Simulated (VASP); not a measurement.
NbB2:

```
Nb B
1.0
     3.08600    0.00000    0.00000
    -1.54300    2.67255    0.00000
     0.00000    0.00000    3.30600
Nb B
1 2
Direct
  0.00000 0.00000 0.00000
  0.33333 0.66667 0.50000
  0.66667 0.33333 0.50000
```

```yaml
Program: VASP 6.6.1
Task: relaxation of cell and atoms
Functional: LDA
Potentials_or_basis: VASP PAW LDA potentials, release 64 (Nb_sv, B)
Cutoff: 520 eV
k_mesh: 15 × 15 × 12
Occupations: gaussian, width 0.1 eV
Spin: no spin polarisation
```

At the start: pressure -5.0 GPa; volume 9.09 Å³/atom.

**Question.** Where does the relaxation end?

**Answer.** Over 9 steps the energy falls by 2.5 meV/atom and the volume is 8.94 Å³/atom (-1.7 %); space group P6/mmm (No. 191, to 0.05 Å).

The path:
```csv
step,energy change (eV),largest force (eV/Å),pressure (GPa),volume (Å³)
1,0.0000,0.0000,-4.99,27.27
2,0.0089,0.0000,8.15,26.16
3,-0.0072,0.0000,0.03,26.82
4,-0.0072,0.0000,0.12,26.81
5,-0.0075,0.0000,0.08,26.81
6,-0.0075,0.0000,0.08,26.81
7,-0.0075,0.0000,0.07,26.81
8,-0.0075,0.0000,-0.09,26.82
9,-0.0075,0.0000,-0.02,26.82
```

Final structure:
```cif
data_structure
_symmetry_space_group_name_H-M 'P 1'
_symmetry_Int_Tables_number 1
_cell_length_a 3.0743
_cell_length_b 3.0743
_cell_length_c 3.2761
_cell_angle_alpha 90.000
_cell_angle_beta 90.000
_cell_angle_gamma 120.000
_cell_volume 26.82
loop_
_atom_site_label
_atom_site_type_symbol
_atom_site_fract_x
_atom_site_fract_y
_atom_site_fract_z
_atom_site_occupancy
Nb1 Nb 0.00000 0.00000 0.00000 1
B1 B 0.33333 0.66667 0.50000 1
B2 B 0.66667 0.33333 0.50000 1
```
